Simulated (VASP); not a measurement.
Input for VASP

File POSCAR:
```
AuAl2
1
    0.0000000000     3.0600000000     3.0600000000
    3.0600000000     0.0000000000     3.0600000000
    3.0600000000     3.0600000000     0.0000000000
Al Au
2 1
Direct
  0.2500000000   0.2500000000   0.2500000000
  0.7500000000   0.7500000000   0.7500000000
  0.0000000000   0.0000000000   0.0000000000
```

**KPOINTS**
```
Automatic mesh
0
Gamma
2 2 2
0 0 0
```

### INCAR
```
SYSTEM = AuAl2
PREC = Accurate
ENCUT = 400
EDIFF = 1E-6
NELM = 100
ALGO = Normal
LREAL = .FALSE.
LASPH = .TRUE.
ISMEAR = 0
SIGMA = 0.001
GGA = PE
LMAXMIX = 6
LWAVE = .FALSE.
LCHARG = .FALSE.
ISIF = 2
```

POTCAR, in this order: Al Au (PBE.64 set). Program: vasp_std.

Output of the run:

File standard output:
```
 POSCAR found type information on POSCAR AlAu
 POSCAR found :  2 types and       3 ions
 Reading from existing POTCAR
 Reading from existing POTCAR
 LDA part: xc-table for (Slater+PW92), standard interpolation
 POSCAR, INCAR and KPOINTS ok, starting setup
 WAVECAR not read
 entering main loop
       N       E                     dE             d eps       ncg     rms          rms(c)
DAV:   1     0.423454688982E+02    0.42345E+02   -0.61195E+03    80   0.931E+02
DAV:   2    -0.112340534507E+02   -0.53580E+02   -0.50212E+02    84   0.168E+02
DAV:   3    -0.123226078183E+02   -0.10886E+01   -0.10865E+01    96   0.243E+01
DAV:   4    -0.123331017957E+02   -0.10494E-01   -0.10424E-01    88   0.254E+00
DAV:   5    -0.123332476655E+02   -0.14587E-03   -0.14587E-03    96   0.325E-01    0.932E+00
DAV:   6    -0.107816474072E+02    0.15516E+01   -0.10216E+01    72   0.269E+01    0.274E+00
DAV:   7    -0.106347202480E+02    0.14693E+00   -0.45148E-01    72   0.595E+00    0.139E+00
DAV:   8    -0.106047661559E+02    0.29954E-01   -0.34911E-02    72   0.150E+00    0.351E-01
DAV:   9    -0.106048526407E+02   -0.86485E-04   -0.43110E-03    72   0.660E-01    0.220E-01
DAV:  10    -0.106054781886E+02   -0.62555E-03   -0.71658E-04    72   0.182E-01    0.250E-02
DAV:  11    -0.106055036934E+02   -0.25505E-04   -0.31086E-05    80   0.457E-02    0.127E-02
DAV:  12    -0.106055153689E+02   -0.11675E-04   -0.21887E-05    72   0.299E-02    0.155E-03
DAV:  13    -0.106055155111E+02   -0.14219E-06   -0.17690E-07    52   0.308E-03
   1 F= -.10605516E+02 E0= -.10605370E+02  d E =-.291121E-03
```

**OUTCAR**
```
------------------------ aborting loop because EDIFF is reached ----------------------------------------
  FORCE on cell =-STRESS in cart. coord.  units (eV):
  Direction    XX          YY          ZZ          XY          YZ          ZX
  --------------------------------------------------------------------------------------
  Total       -3.0146577     -3.0146577     -3.0146577     -0.0000000      0.0000000      0.0000000
  in kB      -84.2857809    -84.2857809    -84.2857809     -0.0000000      0.0000000      0.0000000
  external PRESSURE =     -84.2857809 kB  Pullay stress =       0.0000000 kB
  volume of cell :       57.31
      direct lattice vectors                 reciprocal lattice vectors
     0.000000000  3.060000000  3.060000000    -0.163398693  0.163398693  0.163398693
     3.060000000  0.000000000  3.060000000     0.163398693 -0.163398693  0.163398693
     3.060000000  3.060000000  0.000000000     0.163398693  0.163398693 -0.163398693
 POSITION                                       TOTAL-FORCE (eV/Angst)
 -----------------------------------------------------------------------------------
      1.53000      1.53000      1.53000        -0.000000     -0.000000     -0.000000
      4.59000      4.59000      4.59000         0.000000      0.000000      0.000000
      0.00000      0.00000      0.00000         0.000000      0.000000     -0.000000
 -----------------------------------------------------------------------------------
    total drift:                               -0.000000     -0.000000      0.000000
  FREE ENERGIE OF THE ION-ELECTRON SYSTEM (eV)
  ---------------------------------------------------
  free  energy   TOTEN  =       -10.6055155111 eV

  energy  without entropy=      -10.6052243902  energy(sigma->0) =      -10.60536995
```
(Selected blocks of OUTCAR.)

Problem. The run ends quietly. Is anything wrong with it?

Solution. The cause: a metal was run with a tiny SIGMA on a coarse mesh. The run ends without an error. Against the sound run, the energy per atom (σ→0) rises by 0.465 eV/atom; the pressure falls by 5.26 GPa. To mend it, set ISMEAR = 1, set SIGMA = 0.1, correct KPOINTS.
File KPOINTS:
```
Automatic mesh
0
Gamma
7 7 7
0 0 0
```
The mended run (PBE GGA, plane waves, VASP's PBE PAW potentials (set 64)) converges, and its OSZICAR ends with
```
   1 F= -.11999405E+02 E0= -.11999323E+02  d E =-.247634E-03
```

The compound is AuAl2 in the fluorite structure. The cell was not relaxed at this level. The electron count is odd and the run is not spin-polarised, which forces a metal.
